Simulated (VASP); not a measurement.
Given:

```
CsCl
1.0
    4.15168     0.00000     0.00000
    0.00000     4.15168     0.00000
    0.00000     0.00000     4.15168
Cs Cl
1 1
Direct
  0.00000   0.00000   0.00000
  0.50000   0.50000   0.50000
```

Computed with revTPSS meta-GGA, VASP's PBE PAW potentials (set 64) (plane waves; VASP). Run with 520 eV cut-off, 7×7×7 Γ-centred mesh, tetrahedra with Blöchl corrections, potentials Cs_sv Cl.

Unless said otherwise, spin-orbit coupling is left out, though it shifts the bands of the heavy elements here.

Task: Estimate the energy per atom (σ→0), band gap (over mesh and band path) with the smallest direct gap where there is one.

Result: 
```yaml
band gap (over mesh and band path): 5.48 eV
smallest direct gap (over mesh and band path): 5.48 eV
energy per atom (σ→0): 6.942 eV/atom
```

The absolute energy has meaning only against runs of the same code, potentials and settings.

The compound is CsCl in the CsCl type structure. It was relaxed first.
